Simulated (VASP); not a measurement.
# MgC2 (P4/nmm) in VASP: notebook

The runs below take MgC2 through relaxation of the atoms, with RPBE, BLYP.

Everything below comes from runs of VASP 6.6.1. Logs are shortened: lines on timing, memory, paths and dates and some standing lists are left out, and cuts for length are marked.

## (1) The structure

It takes space group P4/nmm (No. 129, tetragonal). Conventional cell: a = 3.689 Å, b = 3.689 Å, c = 4.246 Å, α = 90.00°, β = 90.00°, γ = 90.00°. Mg (site symmetry 4mm) is surrounded by 8 C at 2.33 to 2.61 Å and 4 Mg at 2.64 Å. C (site symmetry 2mm) has 1 C at 0.97 Å as nearest neighbours.

The cell was built by a generator and needn't be a form met in nature.

## (2) Relaxation of the atoms, RPBE

INCAR

```
PREC = Accurate
ENCUT = 520
EDIFF = 1E-7
ISMEAR = 0
SIGMA = 0.05
LREAL = F
LASPH = T
NELM = 100
ALGO = Fast
ISIF = 2
LWAVE = F
LCHARG = F
GGA = RP
IBRION = 2
NSW = 60
EDIFFG = -0.005
```

KPOINTS

```
Automatic mesh
0
Gamma
  7 7 6
```

POSCAR

```
MgC2
1.0
    3.6885233900      0.0000000000      0.0000000000
    0.0000000000      3.6885233900      0.0000000000
    0.0000000000      0.0000000000      4.2462982200
Mg C
2 4
Direct
    0.0000000000      0.5000000000      0.0492930300
    0.5000000000      0.0000000000      0.9507069700
    0.0000000000      0.0000000000      0.6137708700
    0.0000000000      0.0000000000      0.3862291300
    0.5000000000      0.5000000000      0.3862291300
    0.5000000000      0.5000000000      0.6137708700
```

Potentials or basis: VASP PAW PBE potentials, release 64 (Mg, C).

Started as:

```
$ cat potpaw_PBE.64/Mg/POTCAR potpaw_PBE.64/C/POTCAR > POTCAR
$ mpirun -np 1 vasp_std > vasp.out
```

OUTCAR:

```text
PREC = Accurate
   ENCUT = 520
   EDIFF = 1E-7
   ISMEAR = 0
   LREAL = F
   LASPH = T
   NELM = 100
   ISIF = 2
   GGA = RP
   IBRION = 2
   NSW = 60
   EDIFFG = -0.005

 ion  position               nearest neighbor table
   1  0.000  0.500  0.049-   4 2.33   5 2.33   4 2.33   5 2.33   3 2.61   3 2.61   6 2.61   6 2.61
                             2 2.64   2 2.64   2 2.64   2 2.64
   2  0.500  0.000  0.951-   3 2.33   6 2.33   6 2.33   3 2.33   5 2.61   5 2.61   4 2.61   4 2.61
                             1 2.64   1 2.64   1 2.64   1 2.64
   3  0.000  0.000  0.614-   4 0.97   2 2.33   2 2.33   1 2.61   1 2.61
   4  0.000  0.000  0.386-   3 0.97   1 2.33   1 2.33   2 2.61   2 2.61
   5  0.500  0.500  0.386-   6 0.97   1 2.33   1 2.33   2 2.61   2 2.61
   6  0.500  0.500  0.614-   5 0.97   2 2.33   2 2.33   1 2.61   1 2.61

 -----------------------------------------------------------------------------
|                                                                             |
|           W    W    AA    RRRRR   N    N  II  N    N   GGGG   !!!           |
|           W    W   A  A   R    R  NN   N  II  NN   N  G    G  !!!           |
|           W    W  A    A  R    R  N N  N  II  N N  N  G       !!!           |
|           W WW W  AAAAAA  RRRRR   N  N N  II  N  N N  G  GGG   !            |
|           WW  WW  A    A  R   R   N   NN  II  N   NN  G    G                |
|           W    W  A    A  R    R  N    N  II  N    N   GGGG   !!!           |
|                                                                             |
|     The distance between some ions is very small. Please check the          |
|     nearest-neighbor list in the OUTCAR file.                               |
|     I HOPE YOU KNOW WHAT YOU ARE DOING!                                     |
|                                                                             |
 -----------------------------------------------------------------------------

  LATTYP: Found a simple tetragonal cell.
 ALAT       =     3.6885233900
 C/A-ratio  =     1.1512190031

  Lattice vectors:

 A1 = (   3.6885233900,   0.0000000000,   0.0000000000)
 A2 = (   0.0000000000,   3.6885233900,   0.0000000000)
 A3 = (   0.0000000000,   0.0000000000,   4.2462982200)

Analysis of symmetry for initial positions (statically):
=====================================================================
 Subroutine PRICEL returns:
 Original cell was already a primitive cell.

 Routine SETGRP: Setting up the symmetry group for a
 simple tetragonal supercell.

 Subroutine GETGRP returns: Found 16 space group operations
 (whereof  8 operations were pure point group operations)
 out of a pool of 16 trial point group operations.

The static configuration has the point symmetry D_2d.
 The point group associated with its full space group is D_4h.

Analysis of symmetry for dynamics (positions and initial velocities):
=====================================================================
[... 169 lines left out ...]
  free energy    TOTEN  =       -17.32868937 eV

  energy without entropy =      -17.32698411  energy(sigma->0) =      -17.32783674

------------------------ aborting loop because EDIFF is reached ----------------------------------------

  FORCE on cell =-STRESS in cart. coord.  units (eV):
  Direction    XX          YY          ZZ          XY          YZ          ZX
  --------------------------------------------------------------------------------------
  -------------------------------------------------------------------------------------
  Total       14.4568493     14.4568493    100.3355414      0.0000000     -0.0000000      0.0000000
  in kB      400.9300983    400.9300983   2782.5937509      0.0000000     -0.0000000      0.0000000
  external PRESSURE =    1194.8179825 kB  Pullay stress =       0.0000000 kB
[... 101 lines left out ...]
  FREE ENERGIE OF THE ION-ELECTRON SYSTEM (eV)
  ---------------------------------------------------
  free  energy   TOTEN  =       -22.8293689875 eV

  energy  without entropy=      -22.8249950962  energy(sigma->0) =      -22.82718204

[... ionic steps 4 to 15 ...]

--------------------------------------- Ionic step       16  -------------------------------------------

 number of electron      19.9999999 magnetization

------------------------ aborting loop because EDIFF is reached ----------------------------------------
[... 75 lines left out ...]
--------------------------------------- Ionic step       18  -------------------------------------------

 number of electron      19.9999999 magnetization

 Free energy of the ion-electron system (eV)
  ---------------------------------------------------
  ext. energy  EPLUGINS =         0.00000000
  ---------------------------------------------------
  free energy    TOTEN  =       -29.93131580 eV

  energy without entropy =      -29.92743038  energy(sigma->0) =      -29.92937309

 E-fermi :   5.3191     XC(G=0): -10.9128

 val. band max:        5.3023196802   @ k =   0.4286   0.1429   0.3333
 cond. band min:       5.3351764620   @ k =   0.0000   0.0000   0.0000
 fundamental gap:      0.0328567818
 Fermi energy:         5.3190716096

 k-point     1 :       0.0000    0.0000    0.0000
  band No.  band energies     occupation
      1     -10.4875      2.00000
      2      -7.0119      2.00000
      3      -2.2918      2.00000
      4      -1.9787      2.00000
      5       0.3363      2.00000
      6       0.3363      2.00000
      7       1.9900      2.00000
      8       2.2667      2.00000
      9       5.3352      0.64874
     10       5.3352      0.64874
     11       6.8094      0.00000
     12       6.8094      0.00000
     13      10.1197      0.00000
     14      11.7443      0.00000
[... 377 lines left out ...]
      1      -9.1249      2.00000
      2      -8.4026      2.00000
      3      -3.3047      2.00000
      4      -2.2656      2.00000
      5       1.1018      2.00000
      6       1.3080      2.00000
      7       2.0579      2.00000
      8       3.0594      2.00000
      9       3.9472      2.00000
     10       4.0425      2.00000
     11       6.9440      0.00000
     12       7.1626      0.00000
     13       8.0645      0.00000
     14       8.2938      0.00000

 [... further k-points ...]

------------------------ aborting loop because EDIFF is reached ----------------------------------------

  FORCE on cell =-STRESS in cart. coord.  units (eV):
  Direction    XX          YY          ZZ          XY          YZ          ZX
  --------------------------------------------------------------------------------------
  -------------------------------------------------------------------------------------
  Total        9.2036510      9.2036510      2.8032920      0.0000000      0.0000000      0.0000000
  in kB      255.2437691    255.2437691     77.7433676      0.0000000      0.0000000      0.0000000
  external PRESSURE =     196.0769686 kB  Pullay stress =       0.0000000 kB
[... 21 lines left out ...]
  FREE ENERGIE OF THE ION-ELECTRON SYSTEM (eV)
  ---------------------------------------------------
  free  energy   TOTEN  =       -29.9313157995 eV

  energy  without entropy=      -29.9274303761  energy(sigma->0) =      -29.92937309

 reached required accuracy - stopping structural energy minimisation
```

CONTCAR:

```text
MgC2
   1.00000000000000
     3.6885233899999998    0.0000000000000000    0.0000000000000000
     0.0000000000000000    3.6885233899999998    0.0000000000000000
     0.0000000000000000    0.0000000000000000    4.2462982199999999
  Mg              C
     2     4
Direct
     0.0000000000000000    0.5000000000000000    0.9999843089159332
     0.5000000000000000    0.0000000000000000    0.0000156910840669
     0.0000000000000000    0.0000000000000000    0.3459357381361542
     0.0000000000000000    0.0000000000000000    0.6540642618638457
     0.5000000000000000    0.5000000000000000    0.6540642618638460
     0.5000000000000000    0.5000000000000000    0.3459357381361537

  0.00000000E+00  0.00000000E+00  0.00000000E+00
  0.00000000E+00  0.00000000E+00  0.00000000E+00
  0.00000000E+00  0.00000000E+00  0.00000000E+00
  0.00000000E+00  0.00000000E+00  0.00000000E+00
  0.00000000E+00  0.00000000E+00  0.00000000E+00
  0.00000000E+00  0.00000000E+00  0.00000000E+00
```

Wall time 4.6 min (1 thread of Intel Xeon Platinum 8488C (Sapphire Rapids), shared host); peak memory 0.18 GiB.

What came out:

```yaml
Free_energy: -29.9313 eV
Energy_gained_by_relaxing: 2100.4 meV/atom
Ionic_steps: 18
Pressure_after_relaxing: 19.6 GPa
Band_gap_on_the_k_mesh: none (metal or under the smearing width)
```

Forces on the atoms (eV/Å):
```
Mg   0.000  0.000  0.000
Mg   0.000  0.000  0.000
C    0.000  0.000  0.003
C    0.000  0.000 -0.003
C    0.000  0.000 -0.003
C    0.000  0.000  0.003
```

Step by step:
```csv
step,energy change (eV),largest force (eV/Å),pressure (GPa)
1,0.0000,54.8521,119.48
2,-4.0150,2.2525,32.47
3,-5.5007,4.3896,21.00
4,-10.6571,5.6184,8.27
5,103.9833,341.0943,423.78
6,-11.8147,3.8961,11.85
7,-11.4160,9.4322,45.61
8,-12.4599,0.6809,21.71
9,-12.5000,0.5346,21.13
10,-12.5779,0.2492,20.10
11,-12.5786,0.2731,21.08
12,-12.6019,0.1758,20.10
13,-12.5468,1.5824,15.97
14,-12.6026,0.0198,19.67
15,-12.6026,0.0076,19.63
16,-12.6026,0.0077,19.62
17,-12.6026,0.0057,19.61
18,-12.6026,0.0025,19.61
```

Final structure:
```xyz
6
Lattice="3.6885 0.0000 0.0000 0.0000 3.6885 0.0000 0.0000 0.0000 4.2463" Properties=species:S:1:pos:R:3 pbc="T T T"
Mg    0.0000    1.8443    4.2462
Mg    1.8443    0.0000    0.0001
C     0.0000    0.0000    1.4689
C     0.0000    0.0000    2.7774
C     1.8443    1.8443    2.7774
C     1.8443    1.8443    1.4689
```

Caveat: the standard files for N, O and F lose accuracy on very short bonds; the PAW data sets were made with another functional, which shifts forces and pressure a little.

[end of part 1 of 2]
